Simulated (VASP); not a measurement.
Consider the following.

```
AlRu
1.0
    2.92986     0.00000     0.00000
    0.00000     2.92986     0.00000
    0.00000     0.00000     2.92986
Al Ru
1 1
Direct
  0.50000   0.50000   0.50000
  0.00000   0.00000   0.00000
```

Calculation: TPSS meta-GGA, VASP's PBE PAW potentials (set 64) (plane waves; VASP 6.6.1). Numerical set-up: 520 eV cut-off, 12×12×12 Γ-centred mesh, first-order Methfessel-Paxton smearing of 0.10 eV, potentials Al Ru_pv.

Q: Estimate the energy per atom (σ→0), pressure, band gap (on the k-mesh) with the smallest direct gap where there is one.

A: 
```
Property                                                    Result
------------------------  ----------------------------------------
band gap (on the k-mesh)  none (metal, semimetal or under 0.01 eV)
energy per atom (σ→0)                              -13.500 eV/atom
pressure                                                 15.09 GPa
```

Only differences to runs with the same potentials and settings are physical.

The compound is RuAl in the CsCl type structure. This cell is one point of a volume scan, at 0.94 of the reference volume. The electron count is odd and the run is not spin-polarised, which forces a metal.
